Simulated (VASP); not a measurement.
These are TPSS meta-GGA, VASP's PBE PAW potentials (set 64) (plane waves; VASP) values and carry that method's errors.

VASP ran on this input.

### POSCAR
```
GaN
1.0
  0.0000000000   2.2186274379   2.2186274379
  2.2186274379   0.0000000000   2.2186274379
  2.2186274379   2.2186274379   0.0000000000
Ga N
1 1
Cartesian
  0.0000000000   0.0000000000   0.0000000000
  1.1093137189   1.1093137189   1.1093137189
```

**KPOINTS**
```
Automatic mesh
0
Gamma
10 10 10
0 0 0
```

**INCAR**
```
ALGO = Normal
EDIFF = 1E-7
ENCUT = 520
ISIF = 2
ISMEAR = 0
LASPH = .TRUE.
LCHARG = .FALSE.
LMAXMIX = 4
LMIXTAU = .TRUE.
LREAL = .FALSE.
LWAVE = .FALSE.
METAGGA = TPSS
NELM = 100
PREC = Accurate
SIGMA = 0.05
SYSTEM = GaN
```

POTCAR, in this order: Ga_d N (PBE.64 set). Program: vasp_std.

Task: Predict the energy per atom (σ→0), pressure, band gap (on the k-mesh).

Result: 
| Item | Result |
|---|---|
| energy per atom (σ→0) | -10.978 eV/atom |
| band gap (on the k-mesh) | 1.94 eV |
| pressure | 13.12 GPa |

**OSZICAR**
```
...
DAV:  16    -0.219552394562E+02   -0.20113E-04   -0.94145E-06  1257   0.555E-02    0.962E-03
DAV:  17    -0.219552458138E+02   -0.63576E-05   -0.32562E-06  1267   0.206E-02    0.648E-03
DAV:  18    -0.219552463167E+02   -0.50287E-06   -0.50857E-07  1392   0.895E-03    0.357E-03
DAV:  19    -0.219552465454E+02   -0.22870E-06   -0.56681E-07  1232   0.106E-02    0.138E-03
DAV:  20    -0.219552462560E+02    0.28935E-06   -0.68891E-08   971   0.310E-03    0.211E-03
DAV:  21    -0.219552464610E+02   -0.20494E-06   -0.17862E-08   631   0.219E-03    0.824E-04
DAV:  22    -0.219552463878E+02    0.73188E-07   -0.26716E-08   841   0.279E-03
   1 F= -.21955246E+02 E0= -.21955246E+02  d E =-.131666E-17
```

The compound is GaN in the zinc blende structure, a metastable form; wurtzite is the usual one. This cell is one point of a volume scan, at 0.94 of the reference volume.
